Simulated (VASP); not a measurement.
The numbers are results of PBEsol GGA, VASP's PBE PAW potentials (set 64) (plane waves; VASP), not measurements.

VASP ran on this input.

### KPOINTS
```
k-points along high-symmetry lines
12
Line-mode
Reciprocal
  0.000000   0.000000   0.000000 ! GAMMA
  0.000000   0.000000  -0.500000 ! T

  0.000000   0.000000  -0.500000 ! T
 -0.328125   0.328125  -0.500000 ! H_2

 -0.343750   0.328125  -0.187500 ! H_0
  0.000000   0.500000   0.500000 ! L

  0.000000   0.500000   0.500000 ! L
  0.000000   0.000000   0.000000 ! GAMMA

  0.000000   0.000000   0.000000 ! GAMMA
 -0.335938   0.335938   0.000000 ! S_0

 -0.335938   0.328125  -0.343750 ! S_2
 -0.500000   0.000000  -1.000000 ! F

 -0.500000   0.000000  -1.000000 ! F
  0.000000   0.000000   0.000000 ! GAMMA
```

**POSCAR**
```
Ga3InP4
1
    0.0000000000     2.7709195305     2.7709195305
    2.7709195305     0.0000000000     2.7709195305
   11.1062780867    11.1062780867    -0.0225999646
In P Ga
1 4 3
Direct
  0.0023411663   0.0023411663   0.9982441253
  0.2324473299   0.2324473299   0.0756645025
  0.2446458948   0.2446458948   0.3165155789
  0.2551620515   0.2551620515   0.5586284613
  0.2656124849   0.2656124849   0.8007906364
  0.9892079902   0.9892079902   0.2580940074
  0.0000458625   0.0000458625   0.4999656031
  0.0105372199   0.0105372199   0.7420970851
```

### INCAR
```
SYSTEM = Ga3InP4
PREC = Accurate; ENCUT = 400; LREAL = .False.
LASPH = .True.; ICHARG = 11
EDIFF = 1E-7; NELM = 100; ALGO = Normal
LMAXMIX = 4
ISMEAR = 0; SIGMA = 0.05
GGA = PS
LWAVE = .False.; LCHARG = .False.; LORBIT = 11
```

POTCAR, in this order: In_d P Ga_d (PBE.64 set). Program: vasp_std. Read from the step before: CHGCAR.

The run wrote:

**OSZICAR**
```
       N       E                     dE             d eps       ncg     rms          rms(c)
DAV:   1     0.606181902842E+03    0.60618E+03   -0.28560E+04  7473   0.202E+03
DAV:   2     0.646976168618E+02   -0.54148E+03   -0.52877E+03  7768   0.529E+02
DAV:   3    -0.265115908280E+02   -0.91209E+02   -0.88280E+02  8523   0.179E+02
DAV:   4    -0.324672290383E+02   -0.59556E+01   -0.59020E+01  9269   0.442E+01
DAV:   5    -0.326741091836E+02   -0.20688E+00   -0.20643E+00 11408   0.841E+00
DAV:   6    -0.326791291391E+02   -0.50200E-02   -0.50161E-02  9959   0.115E+00
DAV:   7    -0.326793448413E+02   -0.21570E-03   -0.21562E-03 12048   0.239E-01
DAV:   8    -0.326793498921E+02   -0.50508E-05   -0.50481E-05 10759   0.313E-02
DAV:   9    -0.326793501292E+02   -0.23708E-06   -0.23695E-06  9408   0.585E-03
DAV:  10    -0.326793501389E+02   -0.97643E-08   -0.97095E-08  5989   0.150E-03
   1 F= -.32679350E+02 E0= -.32679350E+02  d E =-.287674E-11
```

**OUTCAR**
```
 val. band max:        4.9901757895   @ k =   0.0000   0.0000   0.0000

 cond. band min:       6.0010120129   @ k =   0.0000   0.0000   0.0000



 k-point     1 :       0.0000    0.0000    0.0000
  band No.  band energies     occupation
      1      -9.8805      2.00000
      2      -9.8503      2.00000
      3      -9.8139      2.00000
      4      -9.8094      2.00000
      5      -9.8094      2.00000
      6      -9.7845      2.00000
      7      -9.7845      2.00000
      8      -9.7702      2.00000
      9      -9.7702      2.00000
     10      -9.7251      2.00000
     11      -9.7251      2.00000
     12      -9.6994      2.00000
     13      -9.6994      2.00000
     14      -9.6944      2.00000
     15      -9.6944      2.00000
     16      -9.3512      2.00000
     17      -9.2766      2.00000
     18      -9.2766      2.00000
     19      -9.1058      2.00000
     20      -9.1058      2.00000
     21      -7.5456      2.00000
     22      -6.8419      2.00000
     23      -6.6200      2.00000
     24      -5.4680      2.00000
     25      -1.7302      2.00000
     26       0.8802      2.00000
     27       1.0073      2.00000
     28       3.5703      2.00000
     29       3.5704      2.00000
     30       3.9580      2.00000
     31       3.9580      2.00000
     32       4.2731      2.00000
     33       4.2732      2.00000
     34       4.7338      2.00000
     35       4.9901      2.00000
     36       4.9902      2.00000
     37       6.0010      0.00000
     38       6.1711      0.00000
     39       6.4650      0.00000
     40       7.3549      0.00000
     41       8.5969      0.00000
     42       8.5991      0.00000
     43       8.6614      0.00000

 k-point     2 :       0.0000    0.0000   -0.0455
  band No.  band energies     occupation
      1      -9.8805      2.00000
      2      -9.8504      2.00000
      3      -9.8139      2.00000
      4      -9.8094      2.00000
      5      -9.8094      2.00000
      6      -9.7845      2.00000
...
```

The density is held fixed in this step, so its total energy and stress have no physical meaning. Unless said otherwise, spin-orbit coupling is left out, though it shifts the bands of the heavy elements here.

The structure was generated: Ga3InP4 was put into an ordered model structure (R3m), which need not be its known phase. It was relaxed first.
